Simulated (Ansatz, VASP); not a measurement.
# In2Se: VASP beside Ansatz

One calculation is typed for both programs; each brings its own data sets. How far apart do they land? The cell is generated by rule, not measured, and may not be a known phase. The cell is taken from a series of runs on this material, whose earlier steps may have relaxed, scaled, displaced or heated it; both programs get it as it stands.

Program: Ansatz 0.2.0. Level of theory: plane waves, with VASP 6.6.1 beside it; relaxation of cell and atoms at PBEsol. Results are calculated unless marked as measured.

## (1) Starting point

It takes space group Pmm2 (No. 25, orthorhombic). The conventional cell has a = 3.937 Å, b = 3.952 Å, c = 5.411 Å, α = 90.00°, β = 90.00°, γ = 90.00°. Nearest to Se lie 4 In at 2.76 Å. In has 2 Se at 2.76 Å nearest. Nearest to In lie 2 Se at 2.76 Å. Farther neighbours and most contacts between anions are not listed.

Structure file:

```cif
data_structure
_symmetry_space_group_name_H-M 'Pmm2'
_symmetry_Int_Tables_number 25
_cell_length_a 3.9366
_cell_length_b 3.9519
_cell_length_c 5.4107
_cell_angle_alpha 90.000
_cell_angle_beta 90.000
_cell_angle_gamma 90.000
_cell_volume 84.17
loop_
_atom_site_label
_atom_site_type_symbol
_atom_site_symmetry_multiplicity
_atom_site_Wyckoff_symbol
_atom_site_fract_x
_atom_site_fract_y
_atom_site_fract_z
_atom_site_occupancy
Se1 Se 1 a 0.00000 0.00000 0.82558 1
In1 In 1 b 0.00000 0.50000 0.46953 1
In2 In 1 c 0.50000 0.00000 0.18358 1
```

## (2) Ansatz: relaxation of cell and atoms, PBEsol, pair 1

Ansatz runs on its default PAW (the set named soft_2) files.

The relaxed volume is the usual yardstick between codes: in a stiff, nearly cubic crystal its relative difference is about their pressure difference at one cell divided by the bulk modulus.

File input.yaml:

```yaml
crystal:
  lattice:
    - [3.9365629501, 0.0, 0.0]
    - [0.0, 3.9519329566, 0.0]
    - [0.0, 0.0, 5.4106630382]
  atoms:
    - { symbol: Se, position: [0.0, 0.5, 0.825575405] }
    - { symbol: In, position: [0.0, 0.0, 0.4695284968] }
    - { symbol: In, position: [0.5, 0.5, 0.1835805195] }
kpoints:
  mp_grid: { grid: [10, 10, 8] }
hamiltonian:
  xc: pbesol
scf:
  occupations: { method: methfessel_paxton, width: 0.2 }
output:
  forces: true
  stress: true
  eigenvalues: true
relax:
  adjacent_minimum: "off"
  f_tol: 0.001
  max_steps: 60
  cell: { stress_tol: 0.01 }
```

Command:

```bash
> ansatz run input.yaml --threads 8 --pin off --max-ram 14336MiB --backend cpu --events-out ev --progress --plain --runs-dir out
```

Numbers of over 12 decimals in the logs are rounded to 6 here.

The log of the run:

```text
Engine: ansatz 0.2.0, aarch64-unknown-linux-gnu
Pseudopotentials: kind: paw
Pseudopotential: Se, paw, valence charge 16, recommended cutoff 420 eV (normal), Se.paw.azcp
Pseudopotential: In, paw, valence charge 13, recommended cutoff 420 eV (normal), In.paw.azcp
Functional definition: PBEsol
  exchange = pbesol_x
  correlation = pbesol_c
Crystal: 3 atoms, lattice volume = 84.174 Å³
Basis set: ecut = 420 eV, 1651 PW (Γ), exchange–correlation on 54×54×80 points (8 copies of the dense FFT grid, shifted against one another)
Bands: 26, of which v1, the nominal top of the filled ones, is band 21 counted from 1 (20 counted from 0)
Symmetry: 4 space group operations
Space group: Pmm2 (ITA 25), of the structure as read, at distance tolerance 4.4e-5 Å
k-points: 180 of 800 (time reversal used)
Non-local potential: Se, projectors of the file, l = 0: 2, l = 1: 2, l = 2: 3, l = 3: 1
Non-local potential: In, projectors of the file, l = 0: 2, l = 1: 2, l = 2: 2, l = 3: 2
PAW form: soft (Blöchl's): semilocal exchange-correlation on the pseudo side does not see the compensation charge
PAW frozen core: Se, regenerated for the run's functional, and the local potential with it (the file was generated under x = pbe(κ = 0.804, μ = 0.219515), c = pbe(β = 0.066725))
PAW frozen core: In, regenerated for the run's functional, and the local potential with it (the file was generated under x = pbe(κ = 0.804, μ = 0.219515), c = pbe(β = 0.066725))
PAW one-centre angular grid: Se, 590 points (default); XC on 64 Gauss nodes
PAW one-centre angular grid: In, 590 points (default); XC on 64 Gauss nodes
Initial density: superposition of atomic densities (neutral atoms: chi_scale 0, normalization atom), corrected by the library's trained network
Initial wavefunctions: pseudopotential atomic-orbital guess
Functional: x = pbesol(κ = 0.804, μ = 0.123457), c = pbesol(β = 0.046)
SCF iter   1: F=—  HF=-16475.737107 eV  |F-HF|=—  |Δ(HF+E_count)|=         —  Δρ=3.54e-3  dr2=1.44e-2  ethr=1.77e-3  ⟨swp⟩=5.6  Hψ=19725  notcnv=0
preconditioner: auto → LDOS  [metal: Δε(μ)=0.015 eV  Ē_g=14.405 eV  σ=0.200 eV  W_gap=0.06  n_scr=20 (ndim 8)  ℏωp=22.9 eV  f_vac=0.036  D(μ)=0.85/eV (n_scr^D=2)  β→1.0]
SCF iter   2: F=—  HF=-16475.731902 eV  |F-HF|=—  |Δ(HF+E_count)|=   5.20e-3  S|Δr|=    0.00e0  Δρ=1.83e-3  dr2=3.11e-3  ethr=3.43e-5  ⟨swp⟩=2.5  Hψ=9436  notcnv=0
SCF iter   3: F=—  HF=-16475.730472 eV  |F-HF|=—  |Δ(HF+E_count)|=   1.43e-3  S|Δr|=    0.00e0  Δρ=4.04e-4  dr2=9.95e-5  ethr=7.41e-6  ⟨swp⟩=2.0  Hψ=8361  notcnv=0
SCF iter   4: F=—  HF=-16475.730413 eV  |F-HF|=—  |Δ(HF+E_count)|=   5.96e-5  S|Δr|=    0.00e0  Δρ=5.69e-5  dr2=1.96e-6  ethr=2.37e-7  ⟨swp⟩=2.0  Hψ=8363  notcnv=0
SCF iter   5: F=—  HF=-16475.730414 eV  |F-HF|=—  |Δ(HF+E_count)|=   1.21e-6  S|Δr|=    0.00e0  Δρ=1.20e-5  dr2=1.08e-7  ethr=4.68e-9  ⟨swp⟩=2.0  Hψ=7489  notcnv=0
SCF iter   6: F=-16475.730414 eV  HF=-16475.730414 eV  |F-HF|=1.73e-8  |Δ(HF+E_count)|=   1.35e-8  S|Δr|=    0.00e0  Δρ=4.25e-6  dr2=2.29e-8  ethr=2.38e-10  ⟨swp⟩=6.8  Hψ=21314  notcnv=0
SCF 1 converged in 6 iterations: F = -16475.730414 eV  dr2 = 2.29e-8
  greatest PAW one-centre occupation: 1.000 electrons in one spin orbital (limit 2), on the Se atom at site 0 (counted from 0), in its partial waves of l = 2
relax step   1: F+E_penalty+E_count = -16475.73041377 eV  Δ(F+E_penalty+E_count) = +0.000e0 eV  max|allowed force component| = 1.357e-2 eV/Å  Δτ_max = 0.0000 Å  P = +0.076 GPa  Ω = 84.174 Å³  (6 SCF iters, dr2 threshold 1.00e-7 eV, accepted)
[...]
relax step   2: F+E_penalty+E_count = -16475.73056056 eV  Δ(F+E_penalty+E_count) = -1.468e-4 eV  max|allowed force component| = 8.255e-3 eV/Å  Δτ_max = 0.0036 Å  P = -0.026 GPa  Ω = 84.340 Å³  energy of the carried Pulay correction = -3.170e-5 eV  (5 SCF iters, dr2 threshold 6.48e-8 eV, accepted)
[...]
relax step   3: F+E_penalty+E_count = -16475.73057782 eV  Δ(F+E_penalty+E_count) = -1.725e-5 eV  max|allowed force component| = 1.391e-3 eV/Å  Δτ_max = 0.0017 Å  P = -0.006 GPa  Ω = 84.328 Å³  energy of the carried Pulay correction = -2.938e-5 eV  (4 SCF iters, dr2 threshold 4.26e-9 eV, accepted)
[...]
relax step   4: F+E_penalty+E_count = -16475.73058405 eV  Δ(F+E_penalty+E_count) = -6.236e-6 eV  max|allowed force component| = 4.495e-4 eV/Å  Δτ_max = 0.0002 Å  P = +0.001 GPa  Ω = 84.306 Å³  energy of the carried Pulay correction = -2.523e-5 eV  (5 SCF iters, dr2 threshold 3.20e-10 eV, accepted)
[...]
relax step   5: F+E_penalty+E_count = -16475.73061183 eV  Δ(F+E_penalty+E_count) = -2.778e-5 eV  max|allowed force component| = 4.407e-4 eV/Å  Δτ_max = 0.0000 Å  P = +0.000 GPa  Ω = 84.306 Å³  stress off target by 2.97e-3 GPa  SCF on the basis re-selected at this cell (its energy is not comparable with the rows above)  (6 SCF iters)
basis re-selected at this cell: Δ(F+E_penalty+E_count) = -2.778e-5 eV, ΔP = -0.000 GPa vs the last step (what re-selecting the basis moved, of the pressure what is left beyond the Pulay correction that the steps carried, after the strain that the cell walked since its last selection, with what the two solves' SCF thresholds leave and, on support functions, any second-order correction that the steps lacked; it is no m [...]
SCF converged after 6 iterations
Stability not checked: this state was not tested for a lower state beside it, because cold or Methfessel-Paxton smearing, or corrected tetrahedra, fill the levels in a way that the test cannot read (fill_not_monotonic; see scf.lower_state_search)
Free energy (F): -16475.730612 eV
Harris-Foulkes:  -16475.730612 eV  (|F-HF|=3.64e-12)
Internal energy: -16475.730118 eV  (E = F + TS)
E sigma→0 (E₀):  -16475.730488 eV
Entropy (-TS):   -0.000494 eV (-0.165 meV/atom)
Fermi energy:    8.242825 eV
--- Per-component energies (eV) ---
  E_band       = -478.931754
  E_kinetic    = 601.946661
  E_local      = -4970.549087  (includes V_loc(G=0)·N_el)
  E_nonlocal   = 142.787689
  E_hartree    = 2212.832698
  E_xc         = -531.017803
  E_vxc        = -298.395289  (∫ρ·V_xc dr)
  E_paw        = -10031.311529  (= ΣΔE_a)
  E_vpaw       = -380.386620  (= ΣTr[D̂ρ^β])
  E_aug_tail   = -0.000535  (compensation charges beyond the density's cutoff)
  E_ewald      = -3901.898468
  E_core_change = 1.480255  (= ΣΔE_core)
  E_smearing   = -0.000494  (= −TS)
  E_closure    = -0.000000  (closes the sum)
  Σ components = -16475.730612   (vs F -16475.730612, Δ=0.00e0)
--- Forces (eV/Å), atoms counted from 1 ---
  atom   1  Se     0.00000000    -0.00000000    -0.00044060
  atom   2  In    -0.00000000    -0.00000000     0.00001523
  atom   3  In     0.00000000     0.00000000     0.00042555
  max |Σ_I F_I| component: 1.83e-7 eV/Å
--- Stress (GPa, compression-positive) ---
       -0.000530       0.000000      -0.000000
        0.000000      -0.001074      -0.000000
       -0.000000      -0.000000       0.002971
  P = ⅓ Tr σ = 0.0005 GPa (0.005 kbar)
--- Band table (eV; the first three rows and the last of 180) ---
  k-point 0: bands = [... 17 lower, 2.9561, 6.2147, 6.2150, 10.0361, 10.4890, 11.7470, 11.7471, 13.0183, ... 1 higher]
  k-point 1: bands = [... 17 lower, 3.5330, 6.2614, 6.2616, 9.7686, 10.5980, 11.4310, 11.4312, 12.9251, ... 1 higher]
  k-point 2: bands = [... 17 lower, 4.5897, 6.3828, 6.3831, 9.0845, 10.8328, 10.8397, 10.8398, 12.8130, ... 1 higher]
  k-point 179: bands = [... 17 lower, 3.3771, 3.7867, 6.1281, 6.1284, 6.7610, 9.7724, 11.1584, 13.7788, ... 1 higher]
--- Relaxed structure (4 steps of the walk, 4 accepted, 1 SCFs on fresh bases) ---
  F+E_penalty+E_count = -16475.73061183 eV   max|allowed force component| = 4.407e-4 eV/Å   (the final SCF, on the basis selected at the relaxed cell)
  cell:  # Å, volume = 84.3060 Å³
    - [3.941691, 5.688730937844638e-19, -9.135571224239426e-19]
    - [5.710942149147432e-19, 3.941645, 0]
    - [-1.2556511399006135e-18, 0, 5.426235]
  atoms:
    - { symbol: Se, position: [0, 0.500000, 0.826241] }
    - { symbol: In, position: [0, 0, 0.469612] }
    - { symbol: In, position: [0.5, 0.500000, 0.182832] }
```

In the SCF lines HF is the Harris–Foulkes energy and dr2 the Hartree energy of the density residual, in eV; the loop may stop once dr2 is under the threshold and the program's other checks hold. Hψ counts applications of the Hamiltonian.

## (3) VASP: relaxation of cell and atoms, PBEsol, pair 1

The same cell, functional, mesh and smearing now go to VASP, with its own data sets.

Lines of VASP's logs that name or quote its potential files are left out, and so is its time.

File INCAR:

```
SYSTEM = In2Se
PREC = Accurate
ENCUT = 500
EDIFF = 1E-07
NELM = 120
ISMEAR = 1
SIGMA = 0.2
LREAL = .FALSE.
ALGO = Normal
GGA = PS
NBANDS = 22
LORBIT = 11
LWAVE = .FALSE.
LCHARG = .FALSE.
ISIF = 3
IBRION = 2
NSW = 80
EDIFFG = -0.005
LASPH = .TRUE.
GGA_COMPAT = .FALSE.
NELMIN = 4
KPAR = 2
```

File POSCAR:

```
In2Se
1.0
    3.9365630000      0.0000000000      0.0000000000
    0.0000000000      3.9519330000      0.0000000000
    0.0000000000      0.0000000000      5.4106630000
Se In
1 2
Direct
    0.0000000000      0.4999998735      0.8255753500
    0.0000000000      0.9999998735      0.4695284108
    0.5000000000      0.4999998735      0.1835804595
```

File KPOINTS:

```
Automatic mesh
0
Gamma
10 10 8
0 0 0
```

PAW data sets: Se and In_d (PBE family, release 64).

Command:

```bash
> mpirun -np 2 vasp_std
```

The log of the run:

```text
[banner, memory and clock lines left out]
running    2 mpi-ranks, on    1 nodes
 distrk:  each k-point on    1 cores,    2 groups
 distr:  one band on    1 cores,    1 groups

 POSCAR found type information on POSCAR SeIn
 POSCAR found :  2 types and       3 ions
|                                                                             |
|               ----> ADVICE to this user running VASP <----                  |
|                                                                             |
|     You enforced a specific xc type in the INCAR file but a different       |
|     [... a line on the potential file left out ...]
|     I HOPE YOU KNOW WHAT YOU ARE DOING!                                     |
|                                                                             |

 LDA part: xc-table for (Slater+PW92), standard interpolation
 POSCAR, INCAR and KPOINTS ok, starting setup
 FFT: planning ... GRIDC
 FFT: planning ... GRID_SOFT
 FFT: planning ... GRID
 WAVECAR not read
 entering main loop
       N       E                     dE             d eps       ncg     rms          rms(c)
DAV:   1     0.266662477431E+03    0.26666E+03   -0.15058E+04  7920   0.171E+03
DAV:   2     0.143381099670E+02   -0.25232E+03   -0.24378E+03  8100   0.396E+02
DAV:   3    -0.979850460601E+01   -0.24137E+02   -0.23437E+02  9904   0.137E+02
DAV:   4    -0.107642196256E+02   -0.96572E+00   -0.96406E+00  9084   0.291E+01
DAV:   5    -0.108082983847E+02   -0.44079E-01   -0.44076E-01 12194   0.572E+00    0.481E+00
DAV:   6    -0.105451717478E+02    0.26313E+00   -0.39704E-01 11092   0.113E+01    0.280E+00
DAV:   7    -0.105297453787E+02    0.15426E-01   -0.17928E-01 11566   0.378E+00    0.913E-01
DAV:   8    -0.105276479700E+02    0.20974E-02   -0.17665E-02 11964   0.159E+00    0.381E-01
DAV:   9    -0.105275645297E+02    0.83440E-04   -0.23945E-03 12014   0.533E-01    0.146E-01
DAV:  10    -0.105275960886E+02   -0.31559E-04   -0.32317E-04  9360   0.152E-01    0.778E-02
DAV:  11    -0.105276271903E+02   -0.31102E-04   -0.11728E-04 11536   0.149E-01    0.302E-02
DAV:  12    -0.105276163632E+02    0.10827E-04   -0.33123E-05 11612   0.828E-02    0.100E-02
DAV:  13    -0.105276172164E+02   -0.85316E-06   -0.56810E-06  8768   0.145E-02    0.678E-03
DAV:  14    -0.105276175322E+02   -0.31579E-06   -0.36105E-07  9690   0.541E-03    0.140E-03
DAV:  15    -0.105276175024E+02    0.29736E-07   -0.11240E-07  6730   0.309E-03
   1 F= -.10527618E+02 E0= -.10527377E+02  d E =-.105276E+02
[...]
2 F= -.10527765E+02 E0= -.10527566E+02  d E =-.147281E-03
[...]
3 F= -.10527765E+02 E0= -.10527564E+02  d E =-.147347E-03
[...]
4 F= -.10527804E+02 E0= -.10527602E+02  d E =-.393843E-04
[...]
5 F= -.10527840E+02 E0= -.10527635E+02  d E =-.753320E-04
[...]
6 F= -.10527843E+02 E0= -.10527638E+02  d E =-.780945E-04
 curvature:  -1.72 expect dE=-0.993E-05 dE for cont linesearch -0.142E-09
 trial: gam= 0.14190 g(F)=  0.419E-05 g(S)=  0.159E-05 ort =-0.657E-07 (trialstep = 0.146E+01)
 search vector abs. value=  0.681E-05
 bond charge predicted
       N       E                     dE             d eps       ncg     rms          rms(c)
DAV:   1    -0.105278727051E+02   -0.29715E-04   -0.29211E-03 12192   0.506E-01    0.323E-02
DAV:   2    -0.105278537575E+02    0.18948E-04   -0.83009E-05 11468   0.138E-01    0.110E-02
DAV:   3    -0.105278502859E+02    0.34716E-05   -0.12404E-05 11338   0.553E-02    0.477E-03
DAV:   4    -0.105278498001E+02    0.48582E-06   -0.88032E-07  9524   0.709E-03    0.221E-03
DAV:   5    -0.105278494906E+02    0.30945E-06   -0.52366E-08  4344   0.380E-03    0.721E-04
DAV:   6    -0.105278493772E+02    0.11345E-06   -0.36311E-08  4074   0.193E-03    0.249E-04
DAV:   7    -0.105278493693E+02    0.79121E-08   -0.75057E-09  4050   0.120E-03
   7 F= -.10527849E+02 E0= -.10527652E+02  d E =-.642581E-05
 trial-energy change:   -0.000006  1 .order   -0.000006   -0.000008   -0.000004
 step:   2.9831(harm=  2.9831)  dis= 0.00098  next Energy=   -10.527852 (dE=-0.861E-05)
 reached required accuracy - stopping structural energy minimisation
```

Parts of OUTCAR (step 3):

```text
ion  position               nearest neighbor table
   1  0.000  0.500  0.826-   2 2.76   2 2.76   3 2.76   3 2.76
   2  0.000  1.000  0.470-   1 2.76   1 2.76   3 3.19   3 3.19   3 3.19   3 3.19
   3  0.500  0.500  0.184-   1 2.76   1 2.76   2 3.19   2 3.19   2 3.19   2 3.19

  LATTYP: Found a simple orthorhombic cell.
 ALAT       =     3.9365630000
 B/A-ratio  =     1.0039044212
 C/A-ratio  =     1.3744637137

 Subroutine GETGRP returns: Found  4 space group operations
 (whereof  4 operations were pure point group operations)

The static configuration has the point symmetry C_2v.

 Found    180 irreducible k-points:

   k-points           NKPTS =    180   k-points in BZ     NKDIM =    180   number of bands    NBANDS=     22

   dimension x,y,z NGX =    30 NGY =   30 NGZ =   40
   dimension x,y,z NGXF=    60 NGYF=   60 NGZF=   80

   ENCUT  =  500.0 eV  36.75 Ry    6.06 a.u.   7.18  7.21  9.86*2*pi/ulx,y,z

   NELECT =      32.0000    total number of electrons

 k-points in reciprocal lattice and weights: Automatic mesh
   0.00000000  0.00000000  0.00000000       0.001
   0.10000000  0.00000000  0.00000000       0.003
   0.20000000  0.00000000  0.00000000       0.003
   0.30000000  0.00000000  0.00000000       0.003
   0.40000000  0.00000000  0.00000000       0.003
   0.50000000  0.00000000  0.00000000       0.001
   0.00000000  0.10000000  0.00000000       0.003
   0.10000000  0.10000000  0.00000000       0.005
   0.20000000  0.10000000  0.00000000       0.005
[...]
0.40000000  0.50000000  0.50000000       0.003
   0.50000000  0.50000000  0.50000000       0.001

 average (electrostatic) potential at core
       1 -52.9758       2 -95.8059       3 -95.8059

 E-fermi :   5.1860

 k-point     1 :       0.0000    0.0000    0.0000
  band No.  band energies     occupation
    ...
     11      -8.0538      2.00000
     12      -1.4771      2.00000
     13      -0.0991      2.00000
     14       3.1611      2.00000
     15       3.1612      2.00000
     16       6.9782     -0.00000
     17       7.4355     -0.00000
     18       8.6838     -0.00000
     19       8.6844     -0.00000
     20       9.9608      0.00000
    ...

 k-point     2 :       0.1000    0.0000    0.0000
  band No.  band energies     occupation
    ...
     11      -8.0072      2.00000
     12      -1.4165      2.00000
     13      -0.0515      2.00000
     14       2.7961      2.00000
     15       3.2068      2.00000
     16       6.7493     -0.00000
     17       7.7164     -0.00000
     18       8.1599     -0.00000
     19       8.7388     -0.00000
     20       9.9237      0.00000
    ...

 k-point     3 :       0.2000    0.0000    0.0000
  band No.  band energies     occupation
    ...
     11      -7.8821      2.00000
     12      -1.2670      2.00000
     13       0.0777      2.00000
     14       2.1206      2.00000
     15       3.3305      2.00000
     16       5.8043     -0.00011
     17       7.4440     -0.00000
     18       8.0627     -0.00000
     19       8.8927     -0.00000
     20      10.3915      0.00000
    ...

  Total        0.0013896      0.0036041      0.0012286      0.0000000      0.0000000      0.0000000
  in kB        0.0264094      0.0684961      0.0233493      0.0000000      0.0000000      0.0000000
  external PRESSURE =       0.0394183 kB  Pullay stress =       0.0000000 kB

  energy-cutoff  :      500.00
  volume of cell :       84.30
      direct lattice vectors                 reciprocal lattice vectors
     3.942159058  0.000000000  0.000000000     0.253668100  0.000000000  0.000000000
     0.000000000  3.942009037  0.000000000     0.000000000  0.253677754  0.000000000
     0.000000000  0.000000000  5.424910509     0.000000000  0.000000000  0.184334838

 POSITION                                       TOTAL-FORCE (eV/Angst)
 -----------------------------------------------------------------------------------
      0.00000      1.97100      4.48202         0.000000      0.000000      0.001622
      0.00000      3.94201      2.54514         0.000000      0.000000      0.002822
      1.97108      1.97100      0.99457         0.000000      0.000000     -0.004444
 -----------------------------------------------------------------------------------
    total drift:                                0.000000      0.000597     -0.000728

  FREE ENERGIE OF THE ION-ELECTRON SYSTEM (eV)
  ---------------------------------------------------
  free  energy   TOTEN  =       -10.5278493693 eV

  energy  without entropy=      -10.5272561628  energy(sigma->0) =      -10.52765163

 reached required accuracy - stopping structural energy minimisation

 total charge
# of ion       s       p       d       tot
------------------------------------------
    1        1.478   2.316   0.024   3.818
    2        0.980   0.491   9.863  11.334
    3        0.980   0.491   9.863  11.333
--------------------------------------------------
tot          3.438   3.298  19.750  26.485

[... 3 further parts left out ...]
```

CONTCAR:

```
In2Se
   1.00000000000000
     3.9421590584120874    0.0000000000000000    0.0000000000000000
     0.0000000000000000    3.9420090372596488    0.0000000000000000
     0.0000000000000000    0.0000000000000000    5.4249105088874172
  Se              In
     1     2
Direct
     0.0000000000000000    0.4999998735000020    0.8261924171748857
     0.0000000000000000    0.9999998735000020    0.4691579607916443
     0.5000000000000000    0.4999998735000020    0.1833338423334734
```

The run keeps the 4 symmetry operations of its start, so it cannot find a distortion of lower symmetry.

## (4) Comparison

Known differences besides the potentials themselves: the data sets hold 42 valence electrons in Ansatz (on its default PAW (the set named soft_2) files) and 32 in VASP; the cutoff is 420 eV in Ansatz and 500 eV in VASP; Ansatz makes its cores anew for this functional, VASP keeps those of its PBE data sets; Ansatz adds a Pulay correction to the stress that steers its cell, VASP none. Total energies have different zeros and are not compared.

The two programs side by side:

```
                                         quantity  Ansatz   VASP  difference
                                      volume (Å³)   84.31  84.30     +0.00 %
edge a after relaxation, in the typed setting (Å)   3.942  3.942     -0.01 %
edge c after relaxation, in the typed setting (Å)   5.426  5.425     +0.02 %
```

[end of part 1 of 2]

[Lines on the potential files, build, host, timing and source positions are cut from VASP's logs without a mark.]

[Logs are printed without paths, hosts, clocks, repeated set-up lines and the standing remarks that a program may print on its own settings, such as how far it seeks lower states.]

[Hosts, paths, dates, database ids (printed as entryN), source tags and the programs' standing remarks are cut or masked in the printed files.]
